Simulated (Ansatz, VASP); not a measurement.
# Cross-check of Sc between VASP and Ansatz

One calculation is typed for both programs; each brings its own data sets. How far apart do they land? Of the first pair: The cell is taken from a series of runs on this material, whose earlier steps may have relaxed, scaled, displaced or heated it; both programs get it as it stands.

Program: Ansatz 0.2.0. Level of theory: plane waves, with VASP 6.6.1 beside it; relaxation of cell and atoms at LDA and single point at LDA. Results are calculated unless marked as measured.

## Step 1: Set-up

The structure is hexagonal, space group P6_3/mmc (No. 194). Conventional cell: a = 3.230 Å, b = 3.230 Å, c = 4.985 Å, α = 90.00°, β = 90.00°, γ = 120.00°. Sc has 12 Sc at 3.11 to 3.23 Å nearest.

Coordinates:

```cif
data_structure
_symmetry_space_group_name_H-M 'P 1'
_symmetry_Int_Tables_number 1
_cell_length_a 3.2296
_cell_length_b 3.2296
_cell_length_c 4.9845
_cell_angle_alpha 90.000
_cell_angle_beta 90.000
_cell_angle_gamma 120.000
_cell_volume 45.02
loop_
_atom_site_label
_atom_site_type_symbol
_atom_site_fract_x
_atom_site_fract_y
_atom_site_fract_z
_atom_site_occupancy
Sc1 Sc 0.33333 0.66667 0.25000 1
Sc2 Sc 0.66667 0.33333 0.75000 1
```

## Step 2: Ansatz: relaxation of cell and atoms, LDA

Ansatz runs on its PAW soft_1 files.

The relaxed volume is the usual yardstick between codes: in a stiff, nearly cubic crystal its relative difference is about their pressure difference at one cell divided by the bulk modulus.

input.yaml

```yaml
crystal:
  lattice:
    - [3.2295941641, 0.0, 0.0]
    - [-1.6147970821, 2.7969105901, 0.0]
    - [0.0, 0.0, 4.9845188724]
  atoms:
    - { symbol: Sc, position: [0.3333333333, 0.6666666667, 0.25] }
    - { symbol: Sc, position: [0.6666666667, 0.3333333333, 0.75] }
kpoints:
  mp_grid: { grid: [15, 15, 8] }
hamiltonian:
  xc: lda
  pseudopotentials: { kind: paw, azcp: { folder: soft_1 }, xc_functional: pbe }
scf:
  occupations: { method: gaussian, width: 0.1 }
output:
  forces: true
  stress: true
  eigenvalues: true
  write_density: true
  write_potential: true
  elf: true
  volumetric_format: npy
relax:
  adjacent_minimum: "off"
  f_tol: 0.005
  max_steps: 80
  cell: { stress_tol: 0.05 }
```

Run with:

```
$ ansatz run input.yaml --threads 4 --pin off --max-ram 10240MiB --backend cpu --events-out ev --progress --plain --runs-dir out
```

Numbers of over 12 decimals in the logs are rounded to 6 here.

Output:

```text
Engine: ansatz 0.2.0, x86_64-unknown-linux-gnu
Pseudopotentials: kind: paw
Pseudopotential: Sc, paw, valence charge 11, recommended cutoff 420 eV (normal), soft_1/Sc.paw.azcp
Functional definition: SPW92
  exchange = slater_x
  correlation = pw_c
Crystal: 2 atoms, lattice volume = 45.025 Å³
Basis set: ecut = 420 eV, 905 PW (Γ)
Bands: 15, of which v1, the nominal top of the filled ones, is band 11 counted from 1 (10 counted from 0)
Symmetry: 24 space group operations
Space group: P63/mmc (ITA 194), of the structure as read, at distance tolerance 3.6e-5 Å
k-points: 135 of 1800
Non-local potential: Sc, projectors of the file, l = 0: 3, l = 1: 2, l = 2: 3, l = 3: 1
PAW form: soft (Blöchl's): semilocal exchange-correlation on the pseudo side does not see the compensation charge
PAW frozen core: Sc, regenerated for the run's functional, and the local potential with it (the file was generated under x = pbe(κ = 0.804, μ = 0.219515), c = pbe(β = 0.066725))
PAW one-centre angular grid: Sc, 590 points (default); XC on 64 Gauss nodes
Initial density: superposition of atomic densities (chi_scale 0.1, normalization cell)
Initial wavefunctions: pseudopotential atomic-orbital guess
Functional: x = slater, c = lda
SCF iter   1: F=—  HF=-4178.157534 eV  |F-HF|=—  |Δ(HF+E_count)|=         —  Δρ=2.41e-2  dr2=3.14e-1  ethr=3.10e-3  ⟨swp⟩=3.1  Hψ=7836  notcnv=0
preconditioner: auto → none  [metal: Δε(μ)=0.016 eV  Ē_g=2.741 eV  σ=0.100 eV  W_gap=0.09  n_scr=8 (ndim 8)  ℏωp=13.6 eV  f_vac=0.000  D(μ)=3.48/eV (n_scr^D=34)  sad-step TF]
SCF iter   2: F=—  HF=-4178.074757 eV  |F-HF|=—  |Δ(HF+E_count)|=   8.28e-2  Δρ=1.33e-2  dr2=1.05e-1  ethr=1.43e-3  ⟨swp⟩=2.0  Hψ=3576  notcnv=0  defer=18
SCF iter   3: F=—  HF=-4178.037340 eV  |F-HF|=—  |Δ(HF+E_count)|=   3.74e-2  Δρ=9.19e-4  dr2=2.45e-4  ethr=4.77e-4  ⟨swp⟩=3.0  Hψ=3839  notcnv=0  defer=18
SCF iter   4: F=—  HF=-4178.037580 eV  |F-HF|=—  |Δ(HF+E_count)|=   2.40e-4  Δρ=7.49e-5  dr2=1.92e-6  ethr=1.11e-6  ⟨swp⟩=2.2  Hψ=2734  notcnv=0  defer=18
SCF iter   5: F=—  HF=-4178.037580 eV  |F-HF|=—  |Δ(HF+E_count)|=   4.01e-7  Δρ=1.48e-5  dr2=8.09e-8  ethr=8.73e-9  ⟨swp⟩=2.0  Hψ=2421  notcnv=0  defer=18
SCF iter   6: F=-4178.037580 eV  HF=-4178.037580 eV  |F-HF|=3.01e-10  |Δ(HF+E_count)|=   3.10e-8  Δρ=1.74e-6  dr2=7.75e-10  ethr=3.68e-10  ⟨swp⟩=4.5  Hψ=10989  notcnv=0
the search or the solves at the SCF's close seem to have found levels that the self-consistency loop had missed (the run counts 1). By its estimate they hold under 1e-12 electrons; where the run keeps them, the occupations were computed again with them
SCF 1 converged in 6 iterations: F = -4178.037580 eV  dr2 = 7.75e-10
  greatest PAW one-centre occupation: 0.998 electrons in one spin orbital (limit 2), on the Sc atom at site 1 (counted from 0), in its partial waves of l = 0
relax step   1: F+E_penalty+E_count = -4178.03758029 eV  Δ(F+E_penalty+E_count) = +0.000e0 eV  max|allowed force component| = 9.252e-18 eV/Å  Δτ_max = 0.0000 Å  P = +0.005 GPa  Ω = 45.025 Å³  (6 SCF iters, dr2 threshold 1.00e-7 eV, accepted)
Initial density: handed on by an earlier stage of this run
Initial wavefunctions: pseudopotential atomic-orbital guess (no wavefunctions were taken with the density)
iter 1 solved again at ethr=7.77e-10 eV; its pass at ethr=3.10e-3 eV (dr2=1.71e-7 eV) is discarded
SCF iter   1: F=—  HF=-4178.037580 eV  |F-HF|=—  |Δ(HF+E_count)|=         —  Δρ=1.74e-6  dr2=7.81e-10  ethr=7.77e-10  ⟨swp⟩=3.0  Hψ=14181  notcnv=0
preconditioner: auto → none  [metal: Δε(μ)=0.011 eV  Ē_g=2.587 eV  σ=0.100 eV  W_gap=0.06  n_scr=8 (ndim 8)  ℏωp=13.6 eV  f_vac=0.000  D(μ)=3.45/eV (n_scr^D=34)]
SCF iter   2: F=—  HF=-4178.037580 eV  |F-HF|=—  |Δ(HF+E_count)|=  4.77e-10  Δρ=6.40e-7  dr2=1.04e-10  ethr=3.55e-12  ⟨swp⟩=2.9  Hψ=3547  notcnv=0
iter 3 did not close the SCF: its close was put off for the readings that it lacked (scf_convergence_deferred on its scf_iter line)
SCF iter   3: F=-4178.037580 eV  HF=-4178.037580 eV  |F-HF|=1.82e-12  |Δ(HF+E_count)|=  1.73e-11  Δρ=1.57e-7  dr2=6.15e-12  ethr=1.00e-12  ⟨swp⟩=1.0  Hψ=2025  notcnv=0
iter 4 did not close the SCF: its close was put off for the readings that it lacked (scf_convergence_deferred on its scf_iter line)
SCF iter   4: F=-4178.037580 eV  HF=-4178.037580 eV  |F-HF|=0.00e0  |Δ(HF+E_count)|=  9.09e-13  Δρ=7.65e-9  dr2=1.42e-14  ethr=1.00e-12  ⟨swp⟩=1.0  Hψ=2025  notcnv=0
iter 5 did not close the SCF: its close was put off for the readings that it lacked (scf_convergence_deferred on its scf_iter line)
SCF iter   5: F=-4178.037580 eV  HF=-4178.037580 eV  |F-HF|=9.09e-13  |Δ(HF+E_count)|=  9.09e-13  Δρ=9.75e-10  dr2=1.28e-16  ethr=1.00e-12  ⟨swp⟩=1.0  Hψ=2025  notcnv=0
iter 6 did not close the SCF: its close was put off for the readings that it lacked (scf_convergence_deferred on its scf_iter line)
SCF iter   6: F=-4178.037580 eV  HF=-4178.037580 eV  |F-HF|=9.09e-13  |Δ(HF+E_count)|=  9.09e-13  Δρ=1.77e-10  dr2=4.86e-18  ethr=1.00e-12  ⟨swp⟩=1.0  Hψ=2025  notcnv=0
SCF iter   7: F=-4178.037580 eV  HF=-4178.037580 eV  |F-HF|=0.00e0  |Δ(HF+E_count)|=  9.09e-13  Δρ=1.28e-11  dr2=6.13e-20  ethr=1.00e-12  ⟨swp⟩=1.0  Hψ=4590  notcnv=0
SCF 2 converged in 7 iterations: F = -4178.037580 eV  dr2 = 6.13e-20
relax step   2: F+E_penalty+E_count = -4178.03758029 eV  Δ(F+E_penalty+E_count) = -1.974e-10 eV  max|allowed force component| = 9.252e-18 eV/Å  Δτ_max = 0.0000 Å  P = +0.005 GPa  Ω = 45.025 Å³  stress off target by 8.80e-3 GPa  SCF on the basis re-selected at this cell (its energy is not comparable with the rows above)  (7 SCF iters)
basis re-selected at this cell: Δ(F+E_penalty+E_count) = -1.974e-10 eV, ΔP = +0.000 GPa vs the last step (what re-selecting the basis moved, of the pressure what is left beyond the Pulay correction that the steps carried, after the strain that the cell walked since its last selection, with what the two solves' SCF thresholds leave and, on support functions, any second-order correction that the steps lacked; it is no  [...]
SCF converged after 7 iterations
Free energy (F): -4178.037580 eV
Harris-Foulkes:  -4178.037580 eV  (|F-HF|=0.00e0)
Internal energy: -4178.020321 eV  (E = F + TS)
E sigma→0 (E₀):  -4178.028951 eV
Entropy (-TS):   -0.017259 eV (-8.630 meV/atom)
Fermi energy:    9.895877 eV
--- Per-component energies (eV) ---
  E_band       = -315.106973
  E_kinetic    = 415.786248
  E_local      = -1627.168068  (includes V_loc(G=0)·N_el)
  E_nonlocal   = 293.527015
  E_hartree    = 580.290794
  E_xc         = -169.607710
  E_vxc        = -209.772665  (∫ρ·V_xc dr)
  E_paw        = -1890.061943  (= ΣΔE_a)
  E_vpaw       = -348.061149  (= ΣTr[D̂ρ^β])
  E_aug_tail   = 0.000059  (compensation charges beyond the density's cutoff)
  E_ewald      = -1781.396560
  E_core_change = 0.609846  (= ΣΔE_core)
  E_smearing   = -0.017259  (= −TS)
  E_closure    = 0.000000  (closes the sum)
  Σ components = -4178.037580   (vs F -4178.037580, Δ=0.00e0)
--- Forces (eV/Å), atoms counted from 1 ---
  atom   1  Sc     0.00000000     0.00000000     0.00000000
  atom   2  Sc     0.00000000    -0.00000000     0.00000000
  max |Σ_I F_I| component: 1.85e-17 eV/Å
--- Stress (GPa, compression-positive) ---
        0.002850      -0.000000       0.000000
       -0.000000       0.002850       0.000000
        0.000000       0.000000       0.008799
  P = ⅓ Tr σ = 0.0048 GPa (0.048 kbar)
--- Band table (eV; the first three rows and the last of 135) ---
  k-point 0: bands = [... 7 lower, -17.3779, 4.6727, 8.1430, 10.9004, 11.5331, 11.5331, 11.8946, 12.0555]
  k-point 1: bands = [... 7 lower, -17.4025, 4.7896, 8.0354, 10.7907, 11.4642, 11.4642, 11.8143, 11.9762]
  k-point 2: bands = [... 7 lower, -17.4359, 5.1307, 7.6715, 10.6480, 11.3702, 11.3702, 11.5905, 11.7885]
  k-point 134: bands = [... 7 lower, -17.4776, 9.4537, 9.4537, 9.7056, 9.7056, 10.2678, 10.2678, 12.4525]
--- Relaxed structure (1 steps of the walk, 1 accepted, 1 SCFs on fresh bases) ---
  F+E_penalty+E_count = -4178.03758029 eV   max|allowed force component| = 9.252e-18 eV/Å   (the final SCF, on the basis selected at the relaxed cell)
  cell:  # Å, volume = 45.0246 Å³
    - [3.229594, 2.8867515297344792e-11, 0.0]
    - [-1.614797, 2.796911, 0.0]
    - [0.0, 0.0, 4.9845188724]
  atoms:
    - { symbol: Sc, position: [0.333333, 0.666667, 0.250000] }
    - { symbol: Sc, position: [0.666667, 0.333333, 0.75] }
```

In the SCF lines HF is the Harris–Foulkes energy and dr2 the Hartree energy of the density residual, in eV; the loop may stop once dr2 is under the threshold and the program's other checks hold. Hψ counts applications of the Hamiltonian.

## Step 3: VASP: relaxation of cell and atoms, LDA

The same cell, functional (in two slightly different forms), mesh and smearing now go to VASP, with its own data sets.

Lines of VASP's logs that name or quote its potential files are left out, and so is its time.

INCAR

```
SYSTEM = Sc
PREC = Accurate
ENCUT = 500
EDIFF = 1E-07
NELM = 120
ISMEAR = 0
SIGMA = 0.1
LREAL = .FALSE.
ALGO = Normal
GGA = CA
NBANDS = 17
LASPH = .TRUE.
LORBIT = 11
LWAVE = .FALSE.
LCHARG = .FALSE.
ISIF = 3
IBRION = 2
NSW = 80
EDIFFG = -0.005
GGA_COMPAT = .FALSE.
NELMIN = 4
KPAR = 2
```

POSCAR

```
Sc
1.0
    3.2295940000      0.0000000000      0.0000000000
   -1.6147970000      2.7969110000      0.0000000000
    0.0000000000      0.0000000000      4.9845190000
Sc
2
Direct
    0.3333332737      0.6666665475      0.2500000502
    0.6666667263      0.3333334525      0.7499999498
```

KPOINTS

```
Automatic mesh
0
Gamma
15 15 8
0 0 0
```

PAW data sets: Sc_sv (LDA family, release 64).

Run with:

```
$ mpirun -np 2 vasp_std
```

Output:

```text
[banner, memory and clock lines left out]
running    2 mpi-ranks, on    1 nodes
 distrk:  each k-point on    1 cores,    2 groups
 distr:  one band on    1 cores,    1 groups

 POSCAR found type information on POSCAR Sc
 POSCAR found :  1 types and       2 ions
 LDA part: xc-table for (Slater(with rela. corr.)+CA(PZ))
 , standard interpolation
 POSCAR, INCAR and KPOINTS ok, starting setup
 FFT: planning ... GRIDC
 FFT: planning ... GRID_SOFT
 FFT: planning ... GRID
 WAVECAR not read
 entering main loop
       N       E                     dE             d eps       ncg     rms          rms(c)
DAV:   1     0.354679985458E+03    0.35468E+03   -0.10736E+04  4646   0.139E+03
DAV:   2     0.582035139974E+01   -0.34886E+03   -0.34245E+03  5975   0.583E+02
DAV:   3    -0.144591200871E+02   -0.20279E+02   -0.19545E+02  7698   0.176E+02
DAV:   4    -0.147428803022E+02   -0.28376E+00   -0.28163E+00  6691   0.199E+01
DAV:   5    -0.147473915646E+02   -0.45113E-02   -0.45085E-02  7904   0.259E+00    0.832E+00
DAV:   6    -0.136303236686E+02    0.11171E+01   -0.24954E+00  5976   0.195E+01    0.251E+00
DAV:   7    -0.134725274071E+02    0.15780E+00   -0.60023E-01  6223   0.867E+00    0.736E-01
DAV:   8    -0.134590409363E+02    0.13486E-01   -0.24959E-02  6232   0.226E+00    0.210E-01
DAV:   9    -0.134582803119E+02    0.76062E-03   -0.48989E-03  6532   0.792E-01    0.198E-02
DAV:  10    -0.134583022891E+02   -0.21977E-04   -0.90951E-05  7188   0.143E-01    0.436E-03
DAV:  11    -0.134583030441E+02   -0.75501E-06   -0.16726E-06  7275   0.148E-02    0.113E-03
DAV:  12    -0.134583030170E+02    0.27037E-07   -0.13778E-07  4553   0.438E-03
   1 F= -.13458303E+02 E0= -.13449714E+02  d E =-.134583E+02
 curvature:   0.00 expect dE= 0.000E+00 dE for cont linesearch  0.000E+00
 trial: gam= 0.00000 g(F)=  0.876E-41 g(S)=  0.412E-04 ort = 0.000E+00 (trialstep = 0.100E+01)
 search vector abs. value=  0.412E-04
 bond charge predicted
       N       E                     dE             d eps       ncg     rms          rms(c)
DAV:   1    -0.134589333864E+02   -0.63034E-03   -0.18576E-02  4862   0.197E+00    0.174E-01
DAV:   2    -0.134583799597E+02    0.55343E-03   -0.17709E-03  6713   0.574E-01    0.515E-02
DAV:   3    -0.134583248978E+02    0.55062E-04   -0.24495E-04  6123   0.195E-01    0.236E-02
DAV:   4    -0.134583226522E+02    0.22457E-05   -0.10186E-05  6937   0.403E-02    0.376E-03
DAV:   5    -0.134583223962E+02    0.25595E-06   -0.17617E-06  6638   0.179E-02    0.554E-04
DAV:   6    -0.134583223922E+02    0.39995E-08   -0.38943E-08  3248   0.409E-03
   2 F= -.13458322E+02 E0= -.13449706E+02  d E =-.193752E-04
 trial-energy change:   -0.000019  1 .order   -0.000017   -0.000041    0.000007
 step:   0.8851(harm=  0.8571)  dis= 0.00000  next Energy=   -13.458323 (dE=-0.198E-04)
 reached required accuracy - stopping structural energy minimisation
```

From OUTCAR (step 3):

```text
ion  position               nearest neighbor table
   1  0.333  0.667  0.250-   2 3.11   2 3.11   2 3.11   2 3.11   2 3.11   2 3.11
   2  0.667  0.333  0.750-   1 3.11   1 3.11   1 3.11   1 3.11   1 3.11   1 3.11

  LATTYP: Found a hexagonal cell.
 ALAT       =     3.2295940000
 C/A-ratio  =     1.5433887356

 Subroutine GETGRP returns: Found 24 space group operations
 (whereof 12 operations were pure point group operations)

The static configuration has the point symmetry D_3d.
 The point group associated with its full space group is D_6h.

 Found    135 irreducible k-points:

   k-points           NKPTS =    135   k-points in BZ     NKDIM =    135   number of bands    NBANDS=     17

   dimension x,y,z NGX =    24 NGY =   24 NGZ =   36
   dimension x,y,z NGXF=    48 NGYF=   48 NGZF=   72

   ENCUT  =  500.0 eV  36.75 Ry    6.06 a.u.   5.89  5.89  9.09*2*pi/ulx,y,z

   NELECT =      22.0000    total number of electrons

 k-points in reciprocal lattice and weights: Automatic mesh
   0.00000000  0.00000000  0.00000000       0.001
   0.06666667  0.00000000  0.00000000       0.003
   0.13333333  0.00000000  0.00000000       0.003
   0.20000000  0.00000000  0.00000000       0.003
   0.26666667  0.00000000  0.00000000       0.003
   0.33333333  0.00000000  0.00000000       0.003
   0.40000000  0.00000000  0.00000000       0.003
   0.46666667  0.00000000  0.00000000       0.003
   0.06666667  0.06666667  0.00000000       0.003
[...]
0.33333333  0.26666667  0.50000000       0.007
   0.33333333  0.33333333  0.50000000       0.001

 average (electrostatic) potential at core
       1 -46.4315       2 -46.4315

 E-fermi :   3.9870

 k-point     1 :       0.0000    0.0000    0.0000
  band No.  band energies     occupation
    ...
      6     -23.3024      2.00000
      7     -23.3024      2.00000
      8     -23.2592      2.00000
      9      -1.2356      2.00000
     10       2.2331      2.00000
     11       4.9951      0.00000
     12       5.6196      0.00000
     13       5.6196      0.00000
     14       5.9796      0.00000
     15       6.1413      0.00000
    ...

 k-point     2 :       0.0667    0.0000    0.0000
  band No.  band energies     occupation
    ...
      6     -23.3186      2.00000
      7     -23.3042      2.00000
      8     -23.2632      2.00000
      9      -1.1306      2.00000
     10       2.3196      2.00000
     11       4.8667      0.00000
     12       5.4203      0.00000
     13       5.6984      0.00000
     14       6.0685      0.00000
     15       6.1314      0.00000
    ...

 k-point     3 :       0.1333    0.0000    0.0000
  band No.  band energies     occupation
    ...
      6     -23.3635      2.00000
      7     -23.3094      2.00000
      8     -23.2750      2.00000
      9      -0.8230      2.00000
     10       2.5599      2.00000
     11       4.5518      0.00000
     12       5.0546      0.00000
     13       5.8952      0.00000
     14       5.9295      0.00000
     15       6.1398      0.00000
    ...

  Total       -0.0051881     -0.0051881     -0.0019929     -0.0000000      0.0000000      0.0000000
  in kB       -0.1842988     -0.1842989     -0.0707930     -0.0000000      0.0000000      0.0000000
  external PRESSURE =      -0.1464635 kB  Pullay stress =       0.0000000 kB

  energy-cutoff  :      500.00
  volume of cell :       45.10
      direct lattice vectors                 reciprocal lattice vectors
     3.231333086  0.000000000  0.000000000     0.309469799  0.178672436 -0.000000000
    -1.615666543  2.798417093 -0.000000000     0.000000000  0.357344873 -0.000000000
     0.000000000  0.000000000  4.987725521    -0.000000000  0.000000000  0.200492187

 POSITION                                       TOTAL-FORCE (eV/Angst)
 -----------------------------------------------------------------------------------
     -0.00000      1.86561      1.24693         0.000000     -0.000000     -0.000000
      1.61567      0.93281      3.74079        -0.000000      0.000000      0.000000
 -----------------------------------------------------------------------------------
    total drift:                               -0.000000     -0.000130     -0.000002

  FREE ENERGIE OF THE ION-ELECTRON SYSTEM (eV)
  ---------------------------------------------------
  free  energy   TOTEN  =       -13.4583223922 eV

  energy  without entropy=      -13.4410886449  energy(sigma->0) =      -13.44970552

 reached required accuracy - stopping structural energy minimisation

 total charge
# of ion       s       p       d       tot
------------------------------------------
    1        2.298   6.111   1.094   9.503
    2        2.298   6.111   1.094   9.503
--------------------------------------------------
tot          4.596  12.223   2.188  19.007

[... 3 further parts left out ...]
```

## Step 4: Comparison

Known differences besides the potentials themselves: the two LDA forms differ slightly; the cutoff is 420 eV in Ansatz and 500 eV in VASP; VASP's log shows a relativistic correction to its local exchange, Ansatz's none; Ansatz adds a Pulay correction to the stress that steers its cell, VASP none. Total energies have different zeros and are not compared.

The two programs side by side:

```csv
quantity,Ansatz,VASP,difference
volume (Å³),45.02,45.10,-0.17 %
"edge a after relaxation, in the typed setting (Å)",3.230,3.231,-0.05 %
"edge c after relaxation, in the typed setting (Å)",4.984,4.988,-0.06 %
```

## Step 5: Ansatz: relaxation, LDA

This run makes the geometry at which the two programs are then compared.

The structure compared here is the end of the Ansatz relaxation.

input.yaml, the sections that differ from step 2:

```yaml
crystal:
  lattice:
    - [3.2950578641, 0.0, 0.0]
    - [-1.647528932, 2.8536038172, 0.0]
    - [0.0, 0.0, 4.9530468447]
  atoms:
    - { symbol: Sc, position: [0.3333333333, 0.6666666667, 0.25] }
    - { symbol: Sc, position: [0.6666666667, 0.3333333333, 0.75] }
scf:
  occupations: { method: methfessel_paxton, width: 0.2 }
output:
  forces: true
  stress: true
  eigenvalues: true
relax:
  adjacent_minimum: "off"
  f_tol: 0.001
  max_steps: 60
  cell: { stress_tol: 0.01, fix: [a, b, gamma] }
# kpoints, hamiltonian: as in step 2
```

Run with:

```
$ ansatz run input.yaml --threads 4 --pin off --max-ram 10240MiB --backend cpu --events-out ev --progress --plain --runs-dir out
```

Output:

```text
[...]
Crystal: 2 atoms, lattice volume = 46.572 Å³
Basis set: ecut = 420 eV, 929 PW (Γ)
Bands: 15, of which v1, the nominal top of the filled ones, is band 11 counted from 1 (10 counted from 0)
Symmetry: 24 space group operations
[...]
k-points: 135 of 1800
[...]
k-point 134: bands = [... 7 lower, -17.8885, 9.1113, 9.1113, 9.3755, 9.3755, 9.8956, 9.8956, 12.0837]
--- Relaxed structure (2 steps of the walk, 2 accepted, 1 SCFs on fresh bases) ---
[...]
cell:  # Å, volume = 46.3101 Å³
    - [3.295058, -2.8867471890514385e-11, 0.0]
    - [-1.647529, 2.853604, 0.0]
    - [0.0, 0.0, 4.925145]
  atoms:
    - { symbol: Sc, position: [0.333333, 0.666667, 0.25] }
    - { symbol: Sc, position: [0.666667, 0.333333, 0.75] }
[key lines of the parts left out:]
SCF converged after 4 iterations
Free energy (F): -4178.013503 eV
Fermi energy:    9.549095 eV
P = ⅓ Tr σ = -1.7034 GPa (-17.034 kbar)
```

(Continued in part 2 of 2.)

[Lines on the potential files, build, host, timing and source positions are cut from VASP's logs without a mark.]

[Logs are printed without paths, hosts, clocks, repeated set-up lines and the standing remarks that a program may print on its own settings, such as how far it seeks lower states.]

[Hosts, paths, dates, database ids (printed as entryN), source tags and the programs' standing remarks are cut or masked in the printed files.]
